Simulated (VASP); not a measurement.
Crystal: InAs.

```
CELL_PARAMETERS angstrom
0.00000 3.01800 3.01800
3.01800 0.00000 3.01800
3.01800 3.01800 0.00000
ATOMIC_POSITIONS crystal
In 0.00000 0.00000 0.00000
As 0.25000 0.25000 0.25000
```

| Property | Result |
| --- | --- |
| Program | VASP 6.6.1 |
| Task | relaxation of cell and atoms |
| Functional | PBE |
| Potentials or basis | VASP PAW PBE potentials, release 64 (In_d, As) |
| Cutoff | 520 eV |
| k mesh | 12 × 12 × 12 |
| Occupations | gaussian, width 0.02 eV |
| Spin | no spin polarisation |

At the start: pressure 4.3 GPa; volume 27.49 Å³/atom.

Problem. How do energy, volume and symmetry change on relaxing?

Solution. Over 3 steps the energy falls by 26.9 meV/atom and the volume is 29.62 Å³/atom (+7.7 %); space group F-43m (No. 216, to 0.05 Å).

The path:
```tsv
step	energy change (eV)	largest force (eV/Å)	pressure (GPa)	volume (Å³)
1	0.0000	0.0000	4.34	54.98
2	-0.0454	0.0000	-1.40	61.12
3	-0.0538	0.0000	0.01	59.24
```

Final structure:
```cif
data_structure
_symmetry_space_group_name_H-M 'P 1'
_symmetry_Int_Tables_number 1
_cell_length_a 4.3756
_cell_length_b 4.3756
_cell_length_c 4.3756
_cell_angle_alpha 60.000
_cell_angle_beta 60.000
_cell_angle_gamma 60.000
_cell_volume 59.24
loop_
_atom_site_label
_atom_site_type_symbol
_atom_site_fract_x
_atom_site_fract_y
_atom_site_fract_z
_atom_site_occupancy
In1 In 0.00000 0.00000 0.00000 1
As1 As 0.25000 0.25000 0.25000 1
```
